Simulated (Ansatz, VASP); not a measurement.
Two plane-wave programs on ScNb

The input INCAR:

```
SYSTEM = ScNb
PREC     = Accurate       ! precision mode
ENCUT    = 520            ! plane-wave cutoff, eV
EDIFF    = 1E-7           ! SCF threshold, eV
ISMEAR   = 0              ! smearing method
SIGMA    = 0.1            ! smearing width, eV
LREAL    = .FALSE.        ! projectors in reciprocal space
LASPH    = .TRUE.         ! aspherical terms in the spheres
NELM     = 60             ! most SCF steps
ALGO     = Normal         ! electronic algorithm
ISIF     = 2              ! what is computed and relaxed
LWAVE    = .FALSE.        ! write WAVECAR
LCHARG   = .FALSE.        ! write CHGCAR
GGA      = PS             ! functional
NBANDS   = 19             ! bands
```

KPOINTS

```
Automatic mesh
0
G
  6 6 4
  0 0 0
```

POSCAR

```
ScNb
1.0
    3.0656443612      0.0000000000      0.0000000000
   -1.5328221806      2.6549258957      0.0000000000
    0.0000000000      0.0000000000      5.0721940000
Sc Nb
1 1
Direct
    0.0000000000      0.0000000000      0.0000000000
    0.3333333300      0.6666666700      0.5000000000
```

Input for Ansatz:

```yaml
crystal:
  lattice:
    - [3.0656443612, 0.0, 0.0]
    - [-1.5328221806, 2.6549258957, 0.0]
    - [0.0, 0.0, 5.072194]
  atoms:
    - { symbol: Sc, position: [0.0, 0.0, 0.0] }
    - { symbol: Nb, position: [0.33333333, 0.66666667, 0.5] }
basis:
  ecutwfc: 420
kpoints:
  mp_grid: { grid: [6, 6, 4] }
hamiltonian:
  xc: pbesol
scf:
  occupations: { method: gaussian, width: 0.1 }
output:
  forces: true
  stress: true
  eigenvalues: true
```

The cell comes from a database or a generator and needn't be the stable form of this composition.

Alike in both runs: task single point; functional PBEsol; k mesh 6 × 6 × 4; occupations gaussian, width 0.1 eV; no spin polarisation.

|  | VASP | Ansatz |
| --- | --- | --- |
| version | VASP 6.6.1 | Ansatz 0.2.0 |
| potentials or method | VASP PAW PBE potentials, release 64 (Sc_sv, Nb_sv) | scalar-relativistic, plane waves, PAW |
| plane-wave cutoff (eV) | 520 | 420 |
| valence electrons in the cell | 24 | 24 |

```tsv
	VASP	Ansatz	Ansatz less VASP
gap on the k mesh at the Fermi level (eV)	none	none	-
pressure (GPa)	-4.4	-4.3	+0.05
largest component of the traceless stress (GPa)	0.98	0.94	-0.044
```

A gap of «none» marks a metal or a gap that the smearing closes. The functional is the same, so the differences come from potentials, cutoffs and numerics.

Caveats: the k mesh is coarse (spacing up to 0.39 Å⁻¹), so the values aren't converged; the PAW data sets were made with another functional, which shifts forces and pressure a little (VASP).
